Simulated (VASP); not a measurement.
# Band gap of CuI (Marshite): cutoff, mesh and cell

Aim: test what besides the functional moves the gap of CuI (Marshite). The starting structure is a measured crystal structure from the Crystallography Open Database. Cell and atoms stay as given unless a step says otherwise.

Main program and level: VASP 6.6.1; Kohn-Sham DFT with plane waves and PAW; LDA.

The database entry behind the starting cell differs from later determinations by our own check (about 0.15 % long (mineral sample)), so it need not match the best structure at ambient conditions.

## Step 1: Starting point

It takes space group F-43m (No. 216, cubic). Conventional cell: a = 6.063 Å, b = 6.063 Å, c = 6.063 Å, α = 90.00°, β = 90.00°, γ = 90.00°. Nearest to I lie 4 Cu at 2.63 Å. Nearest to Cu lie 4 I at 2.63 Å. Farther neighbours and most contacts between anions are not listed.

As a file:

```cif
data_structure
_symmetry_space_group_name_H-M 'P 1'
_symmetry_Int_Tables_number 1
_cell_length_a 4.2872
_cell_length_b 4.2872
_cell_length_c 4.2872
_cell_angle_alpha 60.000
_cell_angle_beta 60.000
_cell_angle_gamma 60.000
_cell_volume 55.72
loop_
_atom_site_label
_atom_site_type_symbol
_atom_site_fract_x
_atom_site_fract_y
_atom_site_fract_z
_atom_site_occupancy
I1 I 0.00000 0.00000 0.00000 1
Cu2 Cu 0.75000 0.75000 0.75000 1
```

## Step 2: Reference bands

The input, INCAR:

```
SYSTEM = CuI
PREC = Accurate
ENCUT = 350
EDIFF = 1E-06
NELM = 100
ISMEAR = 0
SIGMA = 0.03
LREAL = .FALSE.
ALGO = Normal
GGA = CA
NBANDS = 21
LORBIT = 11
LWAVE = .FALSE.
LCHARG = .FALSE.
KPAR = 4
```

The input, POSCAR:

```
CuI
1.0
    0.0000000000      3.0315000000      3.0315000000
    3.0315000000      0.0000000000      3.0315000000
    3.0315000000      3.0315000000      0.0000000000
I Cu
1 1
Direct
    0.0000000000      0.0000000000      0.0000000000
    0.7500000000      0.7500000000      0.7500000000
```

The input, KPOINTS:

```
Automatic mesh
0
Gamma
6 6 6
0 0 0
```

The input, KPOINTS_OPT:

```
Line mode
10
Line-mode
Reciprocal
  0.00000000   0.00000000   0.00000000 GAMMA
  0.50000000   0.00000000   0.50000000 X

  0.50000000   0.00000000   0.50000000 X
  0.50000000   0.25000000   0.75000000 W

  0.50000000   0.25000000   0.75000000 W
  0.37500000   0.37500000   0.75000000 K

  0.37500000   0.37500000   0.75000000 K
  0.00000000   0.00000000   0.00000000 GAMMA

  0.00000000   0.00000000   0.00000000 GAMMA
  0.50000000   0.50000000   0.50000000 L

  0.50000000   0.50000000   0.50000000 L
  0.62500000   0.25000000   0.62500000 U

  0.62500000   0.25000000   0.62500000 U
  0.50000000   0.25000000   0.75000000 W

  0.50000000   0.25000000   0.75000000 W
  0.50000000   0.50000000   0.50000000 L

  0.50000000   0.50000000   0.50000000 L
  0.37500000   0.37500000   0.75000000 K

  0.62500000   0.25000000   0.62500000 U
  0.50000000   0.00000000   0.50000000 X
```

PAW data sets: I and Cu (LDA family, release 64).

On the command line:

```
mpirun -np 4 vasp_std
```

Log:

```text
[banner, memory and clock lines left out]
running    4 mpi-ranks, on    1 nodes
 distrk:  each k-point on    1 cores,    4 groups
 distr:  one band on    1 cores,    1 groups

 POSCAR found type information on POSCAR I Cu
 POSCAR found :  2 types and       2 ions
 LDA part: xc-table for (Slater(with rela. corr.)+CA(PZ))
 , standard interpolation
 POSCAR, INCAR and KPOINTS ok, starting setup
 FFT: planning ... GRIDC
 FFT: planning ... GRID_SOFT
 FFT: planning ... GRID
 WAVECAR not read
 entering main loop
       N       E                     dE             d eps       ncg     rms          rms(c)
DAV:   1     0.866750677718E+02    0.86675E+02   -0.55788E+03   680   0.670E+02
DAV:   2    -0.249315926067E+00   -0.86924E+02   -0.75623E+02   727   0.174E+02
DAV:   3    -0.699639042445E+01   -0.67471E+01   -0.66185E+01   825   0.524E+01
DAV:   4    -0.717079262944E+01   -0.17440E+00   -0.17415E+00   816   0.744E+00
DAV:   5    -0.717957924496E+01   -0.87866E-02   -0.87858E-02  1000   0.193E+00    0.550E+00
DAV:   6    -0.709409547850E+01    0.85484E-01   -0.22293E+00   797   0.356E+01    0.354E+00
DAV:   7    -0.692608353639E+01    0.16801E+00   -0.56518E-01   802   0.219E+01    0.171E+00
DAV:   8    -0.692247393418E+01    0.36096E-02   -0.27507E-02  1026   0.189E+00    0.395E-01
DAV:   9    -0.692046432835E+01    0.20096E-02   -0.36641E-03   834   0.154E+00    0.220E-01
DAV:  10    -0.692040235410E+01    0.61974E-04   -0.35026E-04  1068   0.186E-01    0.787E-02
DAV:  11    -0.692032197158E+01    0.80383E-04   -0.36715E-04   803   0.514E-01    0.285E-02
DAV:  12    -0.692032110181E+01    0.86977E-06   -0.40652E-05  1034   0.780E-02    0.265E-02
DAV:  13    -0.692032011114E+01    0.99067E-06   -0.23413E-06  1010   0.263E-02
   1 F= -.69203201E+01 E0= -.69203201E+01  d E =-.150469E-24
 Start KPOINTS_OPT (optional k-point list driver)
k-point batch [1-16\100]
       N       E                     dE             ncg
DAV:   1     0.170536945468E+04   -0.38875E+04      680
DAV:   2     0.256002400486E+03   -0.14494E+04      727
DAV:   3     0.140372730322E+03   -0.11563E+03      846
DAV:   4     0.137384066045E+03   -0.29887E+01      837
DAV:   5     0.137243674518E+03   -0.14039E+00      968
DAV:   6     0.137241033509E+03   -0.26410E-02      898
DAV:   7     0.137240994264E+03   -0.39245E-04      953
DAV:   8     0.137240994049E+03   -0.21566E-06      621
[...]
k-point batch [97-100\100]
       N       E                     dE             ncg
DAV:   1     0.646460214044E+04   -0.15372E+04      176
DAV:   2     0.611909777393E+04   -0.34550E+03      173
DAV:   3     0.609442389850E+04   -0.24674E+02      235
DAV:   4     0.609384416093E+04   -0.57974E+00      217
DAV:   5     0.609382496389E+04   -0.19197E-01      227
DAV:   6     0.609382388537E+04   -0.10785E-02      218
DAV:   7     0.609382388019E+04   -0.51875E-05      222
DAV:   8     0.609382388013E+04   -0.58458E-07      161
```

The job ended after 7.6 s (4 MPI ranks of Intel Xeon 6975P-C (Granite Rapids), shared host; peak memory 0.57 GiB).

Lines that name or quote the potential files are left out of all logs, and their timing lines are given in words.

From OUTCAR (step 2):

```text
ion  position               nearest neighbor table
   1  0.000  0.000  0.000-   2 2.63   2 2.63   2 2.63   2 2.63
   2  0.750  0.750  0.750-   1 2.63   1 2.63   1 2.63   1 2.63

  LATTYP: Found a face centered cubic cell.
 ALAT       =     6.0630000000

 Subroutine GETGRP returns: Found 24 space group operations
 (whereof 24 operations were pure point group operations)

The static configuration has the point symmetry T_d .

 Found     16 irreducible k-points:

   k-points           NKPTS =     16   k-points in BZ     NKDIM =     16   number of bands    NBANDS=     21

   dimension x,y,z NGX =    28 NGY =   28 NGZ =   28
   dimension x,y,z NGXF=    56 NGYF=   56 NGZF=   56

   ENCUT  =  350.0 eV  25.72 Ry    5.07 a.u.   6.54  6.54  6.54*2*pi/ulx,y,z

   NELECT =      18.0000    total number of electrons

 k-points in reciprocal lattice and weights: Automatic mesh
   0.00000000  0.00000000  0.00000000       0.005
   0.16666667  0.00000000  0.00000000       0.037
   0.33333333  0.00000000  0.00000000       0.037
   0.50000000  0.00000000  0.00000000       0.019
   0.16666667  0.16666667  0.00000000       0.028
   0.33333333  0.16666667  0.00000000       0.111
   0.50000000  0.16666667  0.00000000       0.111
  -0.33333333  0.16666667  0.00000000       0.111
  -0.16666667  0.16666667  0.00000000       0.056
[...]
-0.33333333  0.33333333  0.16666667       0.111
  -0.33333333  0.50000000  0.16666667       0.056

 average (electrostatic) potential at core
       1 -93.0288       2 -66.8220

 E-fermi :   4.3790

 k-point     1 :       0.0000    0.0000    0.0000
  band No.  band energies     occupation
    ...
      5       2.2515      2.00000
      6       2.2515      2.00000
      7       4.1694      2.00000
      8       4.1694      2.00000
      9       4.1694      2.00000
     10       5.1605      0.00000
     11       9.0314      0.00000
     12       9.0314      0.00000
     13       9.0314      0.00000
     14      12.1462      0.00000
    ...

 k-point     2 :       0.1667    0.0000    0.0000
  band No.  band energies     occupation
    ...
      5       2.2426      2.00000
      6       2.2426      2.00000
      7       3.2543      2.00000
      8       3.9717      2.00000
      9       3.9717      2.00000
     10       6.1314      0.00000
     11       8.9832      0.00000
     12       9.3779      0.00000
     13       9.3779      0.00000
     14      12.9330      0.00000
    ...

 k-point     3 :       0.3333    0.0000    0.0000
  band No.  band energies     occupation
    ...
      5       2.2529      2.00000
      6       2.2529      2.00000
      7       2.5502      2.00000
      8       3.6179      2.00000
      9       3.6179      2.00000
     10       6.3227      0.00000
     11       9.6322      0.00000
     12       9.6322      0.00000
     13      10.4753      0.00000
     14      12.6587      0.00000
    ...

  Total       -1.4787313     -1.4787313     -1.4787313      0.0000000      0.0000000     -0.0000000
  in kB      -42.5203811    -42.5203811    -42.5203811      0.0000000      0.0000000     -0.0000000
  external PRESSURE =     -42.5203811 kB  Pullay stress =       0.0000000 kB

  energy-cutoff  :      350.00
  volume of cell :       55.72
      direct lattice vectors                 reciprocal lattice vectors
     0.000000000  3.031500000  3.031500000    -0.164934851  0.164934851  0.164934851
     3.031500000  0.000000000  3.031500000     0.164934851 -0.164934851  0.164934851
     3.031500000  3.031500000  0.000000000     0.164934851  0.164934851 -0.164934851

 POSITION                                       TOTAL-FORCE (eV/Angst)
 -----------------------------------------------------------------------------------
      0.00000      0.00000      0.00000         0.000000     -0.000000      0.000000
      4.54725      4.54725      4.54725        -0.000000      0.000000     -0.000000
 -----------------------------------------------------------------------------------
    total drift:                               -0.000001     -0.000001     -0.000001

  FREE ENERGIE OF THE ION-ELECTRON SYSTEM (eV)
  ---------------------------------------------------
  free  energy   TOTEN  =        -6.9203201111 eV

  energy  without entropy=       -6.9203201111  energy(sigma->0) =       -6.92032011

 total charge
# of ion       s       p       d       tot
------------------------------------------
    1        1.497   2.747   0.052   4.296
    2        0.336   0.265   9.330   9.931
--------------------------------------------------
tot          1.833   3.013   9.382  14.228

[... 3 further parts left out ...]
```

Spin-orbit coupling is off here; with elements this heavy it can split and shift levels by tenths of an eV. At this level the cell is under a tension of 4.3 GPa, so at these settings it is away from equilibrium.

The reference gap is 0.991 eV.

## Step 3: Bands with cell and atoms relaxed by LDA

Against step 2 the input has another starting structure. The cell comes from a relaxation at this level, not shown (50.41 Å³).

INCAR is that of step 2.

The input, POSCAR:

```
CuI
1.0
    0.0000000000      2.9319773691      2.9319773691
    2.9319773691      0.0000000000      2.9319773691
    2.9319773691      2.9319773691      0.0000000000
I Cu
1 1
Direct
    0.0000000000      0.0000000000      0.0000000000
    0.7500000000      0.7500000000      0.7500000000
```

KPOINTS is that of step 2.

KPOINTS_OPT is that of step 2.

On the command line:

```
mpirun -np 4 vasp_std
```

Log:

```text
[... set-up lines as in an earlier step ...]
 entering main loop
       N       E                     dE             d eps       ncg     rms          rms(c)
DAV:   1     0.890586286068E+02    0.89059E+02   -0.55926E+03   682   0.677E+02
DAV:   2    -0.490651086179E+00   -0.89549E+02   -0.78183E+02   732   0.175E+02
DAV:   3    -0.714388844169E+01   -0.66532E+01   -0.65536E+01   844   0.515E+01
DAV:   4    -0.731957345047E+01   -0.17569E+00   -0.17547E+00   848   0.757E+00
[...]
DAV:  12    -0.699795184589E+01    0.59318E-06   -0.38674E-05  1006   0.753E-02    0.304E-02
DAV:  13    -0.699795080606E+01    0.10398E-05   -0.15895E-06   827   0.165E-02    0.113E-02
DAV:  14    -0.699795036567E+01    0.44039E-06   -0.71347E-07   507   0.216E-02
   1 F= -.69979504E+01 E0= -.69979504E+01  d E =-.689681E-23
 Start KPOINTS_OPT (optional k-point list driver)
k-point batch [1-16\100]
       N       E                     dE             ncg
DAV:   1     0.195621482190E+04   -0.34876E+04      677
DAV:   2     0.474094889809E+03   -0.14821E+04      722
DAV:   3     0.356867824906E+03   -0.11723E+03      854
DAV:   4     0.353874227659E+03   -0.29936E+01      811
DAV:   5     0.353737240645E+03   -0.13699E+00      991
DAV:   6     0.353733847748E+03   -0.33929E-02      861
DAV:   7     0.353733711954E+03   -0.13579E-03     1033
DAV:   8     0.353733711246E+03   -0.70752E-06      698
[...]
k-point batch [97-100\100]
       N       E                     dE             ncg
DAV:   1     0.649249441653E+04   -0.17449E+04      186
DAV:   2     0.614251571294E+04   -0.34998E+03      178
DAV:   3     0.611391219992E+04   -0.28604E+02      214
DAV:   4     0.611321935711E+04   -0.69284E+00      212
DAV:   5     0.611318923302E+04   -0.30124E-01      235
DAV:   6     0.611318810377E+04   -0.11293E-02      225
DAV:   7     0.611318809814E+04   -0.56286E-05      230
DAV:   8     0.611318809807E+04   -0.76588E-07      171
```

The job ended after 6.8 s (4 MPI ranks; peak memory 0.55 GiB).

Parts of OUTCAR (step 3):

```text
  Total        0.0274771      0.0274771      0.0274771     -0.0000000      0.0000000      0.0000000
  in kB        0.8733139      0.8733139      0.8733139     -0.0000000      0.0000000      0.0000000
  external PRESSURE =       0.8733139 kB  Pullay stress =       0.0000000 kB

 POSITION                                       TOTAL-FORCE (eV/Angst)
 -----------------------------------------------------------------------------------
      0.00000      0.00000      0.00000        -0.000000     -0.000000     -0.000000
      4.39797      4.39797      4.39797         0.000000      0.000000      0.000000
 -----------------------------------------------------------------------------------
    total drift:                                0.000000      0.000000      0.000000

  FREE ENERGIE OF THE ION-ELECTRON SYSTEM (eV)
  ---------------------------------------------------
  free  energy   TOTEN  =        -6.9979503657 eV

  energy  without entropy=       -6.9979503657  energy(sigma->0) =       -6.99795037

[... 1 part as in an earlier step ...]

[... 2 further parts left out ...]
[key lines of the parts left out:]
E-fermi :   5.5355
```

With cell and atoms relaxed by LDA the gap is 1.276 eV, +0.286 eV from the reference.

## Step 4: Bands with no band path

Against step 2 the input has no band path (also changed: NBANDS).

Changes to INCAR since step 3:

```diff
@@ -10,3 +10,3 @@
 GGA = CA
-NBANDS = 21
+NBANDS = 15
 LORBIT = 11
```

The input, POSCAR:

```
CuI
1.0
    0.0000000000      3.0315000000      3.0315000000
    3.0315000000      0.0000000000      3.0315000000
    3.0315000000      3.0315000000      0.0000000000
I Cu
1 1
Direct
    0.0000000000      0.0000000000      0.0000000000
    0.7500000000      0.7500000000      0.7500000000
```

KPOINTS is that of step 3.

On the command line:

```
mpirun -np 4 vasp_std
```

Log:

```text
[... set-up lines as in an earlier step ...]
 entering main loop
       N       E                     dE             d eps       ncg     rms          rms(c)
DAV:   1     0.801648617054E+02    0.80165E+02   -0.58175E+03   480   0.940E+02
DAV:   2    -0.237972076721E+01   -0.82545E+02   -0.75223E+02   494   0.207E+02
DAV:   3    -0.705060140097E+01   -0.46709E+01   -0.46009E+01   635   0.546E+01
DAV:   4    -0.717480956561E+01   -0.12421E+00   -0.12417E+00   568   0.846E+00
[...]
DAV:  11    -0.692032186696E+01    0.14043E-03   -0.89922E-04   620   0.975E-01    0.346E-02
DAV:  12    -0.692032193649E+01   -0.69533E-07   -0.10456E-04   703   0.156E-01    0.396E-02
DAV:  13    -0.692032120496E+01    0.73153E-06   -0.23135E-06   568   0.103E-02
   1 F= -.69203212E+01 E0= -.69203212E+01  d E =-.594467E-11
```

Elapsed: 2 s, on 4 MPI ranks; peak memory 0.51 GiB.

Parts of OUTCAR (step 4):

```text
  Total       -1.4545612     -1.4545612     -1.4545612      0.0000000      0.0000000     -0.0000000
  in kB      -41.8253787    -41.8253787    -41.8253787      0.0000000      0.0000000     -0.0000000
  external PRESSURE =     -41.8253787 kB  Pullay stress =       0.0000000 kB

  FREE ENERGIE OF THE ION-ELECTRON SYSTEM (eV)
  ---------------------------------------------------
  free  energy   TOTEN  =        -6.9203212050 eV

  energy  without entropy=       -6.9203212050  energy(sigma->0) =       -6.92032120

[... 2 parts as in an earlier step ...]

[... 2 further parts left out ...]
[key lines of the parts left out:]
E-fermi :   4.2946
```

With no band path the gap is 0.991 eV, +0.001 eV from the reference, read on the mesh alone.

## Step 5: Bands with a cutoff of 470 eV

Against step 2 the input has ENCUT = 470.

Changes to INCAR since step 4:

```diff
@@ -2,3 +2,3 @@
 PREC = Accurate
-ENCUT = 350
+ENCUT = 470
 EDIFF = 1E-06
@@ -10,3 +10,3 @@
 GGA = CA
-NBANDS = 15
+NBANDS = 21
 LORBIT = 11
```

POSCAR is that of step 4.

KPOINTS is that of step 4.

KPOINTS_OPT is that of step 3.

On the command line:

```
mpirun -np 4 vasp_std
```

Log:

```text
[... set-up lines as in an earlier step ...]
 entering main loop
       N       E                     dE             d eps       ncg     rms          rms(c)
DAV:   1     0.102390087123E+03    0.10239E+03   -0.65772E+03   672   0.826E+02
DAV:   2     0.172259112890E+01   -0.10067E+03   -0.87849E+02   725   0.198E+02
DAV:   3    -0.691116591033E+01   -0.86338E+01   -0.84380E+01   788   0.609E+01
DAV:   4    -0.716526986272E+01   -0.25410E+00   -0.25360E+00   852   0.907E+00
[...]
DAV:  12    -0.691556472167E+01    0.71621E-07   -0.39677E-05  1018   0.720E-02    0.279E-02
DAV:  13    -0.691556362739E+01    0.10943E-05   -0.18384E-06   925   0.226E-02    0.524E-03
DAV:  14    -0.691556343479E+01    0.19260E-06   -0.62392E-07   486   0.162E-02
   1 F= -.69155634E+01 E0= -.69155634E+01  d E =-.443039E-25
 Start KPOINTS_OPT (optional k-point list driver)
k-point batch [1-16\100]
       N       E                     dE             ncg
DAV:   1     0.191856194166E+04   -0.51101E+04      677
DAV:   2     0.291950091692E+03   -0.16266E+04      722
DAV:   3     0.141073450806E+03   -0.15088E+03      854
DAV:   4     0.136888641822E+03   -0.41848E+01      824
DAV:   5     0.136702367529E+03   -0.18627E+00      960
DAV:   6     0.136696214176E+03   -0.61534E-02      896
DAV:   7     0.136696128378E+03   -0.85798E-04      961
DAV:   8     0.136696127945E+03   -0.43317E-06      669
[...]
k-point batch [97-100\100]
       N       E                     dE             ncg
DAV:   1     0.717575701255E+04   -0.18761E+04      181
DAV:   2     0.680951859813E+04   -0.36624E+03      178
DAV:   3     0.677259633857E+04   -0.36922E+02      206
DAV:   4     0.677159909972E+04   -0.99724E+00      216
DAV:   5     0.677155426925E+04   -0.44830E-01      254
DAV:   6     0.677155407878E+04   -0.19047E-03      216
DAV:   7     0.677155407302E+04   -0.57564E-05      272
DAV:   8     0.677155407299E+04   -0.30628E-07      184
```

Run time: 9.2 s. Hardware: 4 MPI ranks; peak memory 0.62 GiB.

[end of part 1 of 2]

[Lines on the potential files, build, host, timing and source positions are cut from VASP's logs without a mark.]

[Logs are printed without paths, hosts, clocks, repeated set-up lines and the standing remarks that a program may print on its own settings, such as how far it seeks lower states.]

[Hosts, paths, dates, database ids (printed as entryN), source tags and the programs' standing remarks are cut or masked in the printed files.]
